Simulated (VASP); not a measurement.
A run of VASP 6.6.1:

File INCAR:

```
SYSTEM = MgO2
  PREC = Accurate
  ENCUT = 520
  EDIFF = 1E-6
  ISMEAR = 0
  SIGMA = 0.02
  LREAL = .False.
  LASPH = .True.
  NELM = 100
  ALGO = Normal
  ISIF = 2
  LWAVE = .False.
  LCHARG = .False.
  GGA = PS
  NBANDS = 14
```

File KPOINTS:

```
Automatic mesh
0
Gamma
  12 12 12
  0 0 0
```

File POSCAR:

```
MgO2
1.0
    1.6721288835      0.9654040610      3.4310173756
   -1.6721288835      0.9654040610      3.4310173756
    0.0000000000     -1.9308081220      3.4310173756
Mg O
1 2
Direct
    0.0000000000      0.0000000000      0.0000000000
    0.4357966026      0.4357966026      0.4357966026
    0.5642033974      0.5642033974      0.5642033974
```

Potentials or basis: VASP PAW PBE potentials, release 64 (Mg, O).

Run with:

```bash
$ cat potpaw_PBE.64/Mg/POTCAR potpaw_PBE.64/O/POTCAR > POTCAR
$ mpirun -np 1 vasp_std > vasp.out
```

Hardware: 1 thread of Intel(R) Xeon(R) 6975P-C (Granite Rapids), on a shared host.

Question: Estimate the wall time of this run.

Answer: It took 41 s on 1 thread of Intel(R) Xeon(R) 6975P-C (Granite Rapids), with other jobs on the host, peak memory 0.23 GiB. Counts: scf iterations 13, k points 189.
